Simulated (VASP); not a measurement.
Write the native input for VASP 6.6.1 that does the following.

| Property | Result |
| --- | --- |
| Task | band structure |
| Functional | PBE |
| Dispersion | ULG |
| Potentials or basis | VASP PAW PBE potentials, release 64 (Ge_d, Os) |
| Cutoff | 520 eV |
| k mesh | 7 × 7 × 7 |
| Occupations | fermi-dirac, width 0.1 eV |
| Spin | spin-orbit coupling, no magnetisation |
| Hubbard terms | Os d U = 3.5 eV |
| Further INCAR settings | ALGO = Normal; EDIFF = 1e-06 |

The structure of GeOs lies in POSCAR:

```
GeOs
1.0
    1.8259516800      1.0542137000      2.7341530300
   -1.8259516800      1.0542137000      2.7341530300
    0.0000000000     -2.1084273900      2.7341530300
Ge Os
1 1
Direct
    0.5000000000      0.5000000000      0.5000000000
    0.0000000000      0.0000000000      0.0000000000
```

The cell was built by a generator and needn't be a form met in nature.

These files were run (other wordings do the same):

INCAR

```
PREC = Accurate
ENCUT = 520
EDIFF = 1E-6
ISMEAR = -1
SIGMA = 0.1
LREAL = False
LASPH = True
NELM = 80
ALGO = Normal
ISIF = 2
LWAVE = False
LCHARG = False
LNONCOLLINEAR = True
MAGMOM = 0 0 0 0 0 0
LORBIT = 11
LSORBIT = True
GGA_COMPAT = False
LMAXMIX = 4
LDAU = True
LDAUTYPE = 2
LDAUL = -1 2
LDAUU = 0 3.5
LDAUJ = 0 0
LDAUPRINT = 1
GGA = PE
IVDW = 3
```

KPOINTS

```
regular mesh
0
Gamma
  7 7 7
```

KPOINTS_OPT

```
path GLB1,BZGX,QFP1Z,LP
15
line-mode
reciprocal
 0.0000000000  0.0000000000  0.0000000000  G
 0.5000000000  0.0000000000  0.0000000000  L

 0.5000000000  0.0000000000  0.0000000000  L
 0.5000000000  0.2657773369 -0.2657773369  B1

 0.7342226631  0.5000000000  0.2657773369  B
 0.5000000000  0.5000000000  0.5000000000  Z

 0.5000000000  0.5000000000  0.5000000000  Z
 0.0000000000  0.0000000000  0.0000000000  G

 0.0000000000  0.0000000000  0.0000000000  G
 0.3828886684  0.0000000000 -0.3828886684  X

 0.6171113316  0.3828886684  0.0000000000  Q
 0.5000000000  0.5000000000  0.0000000000  F

 0.5000000000  0.5000000000  0.0000000000  F
 0.6171113316  0.6171113316  0.2657773369  P1

 0.6171113316  0.6171113316  0.2657773369  P1
 0.5000000000  0.5000000000  0.5000000000  Z

 0.5000000000  0.0000000000  0.0000000000  L
 0.7342226631  0.3828886684  0.3828886684  P
```

Potentials or basis: VASP PAW PBE potentials, release 64 (Ge_d, Os).

The run is started by

```bash
$ cat potpaw_PBE.64/Ge_d/POTCAR potpaw_PBE.64/Os/POTCAR > POTCAR
$ mpirun -np 1 vasp_ncl > vasp.out
```

It gave:

```json
{
 "Pressure": "6.7 GPa",
 "Valence electrons inside the program's atomic spheres": "Ge 12.54; Os 7.63",
 "Dispersion energy per atom": "-0.155 eV"
}
```

Caveat: the U is typed as a test and isn't derived for this compound.

Run time: 2.8 min on 1 thread of Intel(R) Xeon(R) 6975P-C (Granite Rapids) (shared host), peak memory 0.31 GiB.
